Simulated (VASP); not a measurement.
```xyz
1
Lattice="0.0000 1.9230 1.9230 1.9230 0.0000 1.9230 1.9230 1.9230 0.0000" Properties=species:S:1:pos:R:3 pbc="T T T"
Ir     0.0000     0.0000     0.0000
```

Computed with optB88-vdW, VASP's PBE PAW potentials (set 64) (plane waves; VASP). Run with 520 eV cut-off, 16×16×16 Γ-centred mesh, first-order Methfessel-Paxton smearing of 0.10 eV, potentials Ir.

### Question
Give the stress tensor in GPa (positive for a compressed cell).

### Answer

```
11.63   0.00   0.00
 0.00  11.63   0.00
 0.00   0.00  11.63
```
The pressure is its mean diagonal, 11.63 GPa.

The compound is Ir in the fcc structure. This cell is one point of a volume scan, at 0.97 of the reference volume.
